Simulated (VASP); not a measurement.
SnPHO3: single point with PBEsol

The system is SnPHO3.

```
Sn P O H
1.0
     4.58325    0.04296    4.03062
     3.48141   -6.50443   -0.07618
     2.44902   -0.00316   -4.13165
Sn P O H
2 2 6 2
Direct
  0.76276 0.27063 0.83144
  0.02314 0.73673 0.59206
  0.35528 0.28136 0.25076
  0.64649 0.71594 0.03036
  0.60462 0.15716 0.20269
  0.76713 0.83487 0.85160
  0.13700 0.42610 0.97746
  0.58016 0.56574 0.90442
  0.40963 0.39361 0.47744
  0.80053 0.62053 0.37035
  0.29204 0.13397 0.39746
  0.42394 0.87127 0.99048
```

The cell was built by a generator and needn't be a form met in nature.

| Quantity | Value |
| --- | --- |
| Program | VASP 6.6.1 |
| Task | single point |
| Functional | PBEsol |
| Potentials or basis | VASP PAW PBE potentials, release 64 (Sn_d, P, O, H) |
| Cutoff | 520 eV |
| k mesh | 3 × 2 × 3 |
| Occupations | fermi-dirac, width 0.1 eV |
| Spin | no spin polarisation |
| Dipole correction | no |
| Further INCAR settings | ALGO = Normal; EDIFF = 1e-07; NBANDS = 50 |

The pressure is -2.4 GPa and the largest force is 2.785 eV/Å. The band gap on the k mesh is 3.66 eV, indirect (least direct gap 3.79 eV).

Forces on the atoms (eV/Å):
```
Sn  -0.573 -0.606 -0.701
Sn   0.213  0.524 -0.520
P    2.412 -0.770  1.158
P    0.832  0.194  0.008
O   -0.699 -0.741 -0.044
O    0.189 -0.077  0.956
O   -0.242 -0.442  0.528
O   -0.189  0.704  0.210
O   -0.267  0.382  0.108
O   -0.825  0.072 -0.072
H   -0.649  1.052 -0.948
H   -0.203 -0.292 -0.683
```

Stress tensor (GPa, compression positive):
```
-2.66 -1.51  0.96
-1.51 -3.04 -1.23
 0.96 -1.23 -1.61
```

Levels at points of the mesh, in eV from the valence-band top:
| k point | band 35 | band 36 | band 37 | band 38 | band 39 | band 40 | band 41 | band 42 |
| --- | --- | --- | --- | --- | --- | --- | --- | --- |
| (0.00, 0.00, 0.00) | -1.38 | -1.14 | -0.61 | 0.00 | 3.79 | 4.81 | 5.04 | 5.17 |
| (0.00, 0.50, 0.00) | -1.42 | -1.19 | -0.58 | -0.52 | 4.25 | 4.55 | 4.71 | 5.03 |

Wall time 2.1 min on 1 thread of Intel(R) Xeon(R) Platinum 8259CL CPU @ 2.50GHz (Skylake/Cascade Lake), with other jobs on the host, peak memory 0.34 GiB.

Caveat: the k mesh is coarse (spacing up to 0.48 Å⁻¹), so the values aren't converged; the PAW data sets were made with another functional, which shifts forces and pressure a little; spin-orbit coupling is left out, which moves the levels of the heavy elements; an odd mesh through Γ misses points on the zone boundary, where band edges often lie.
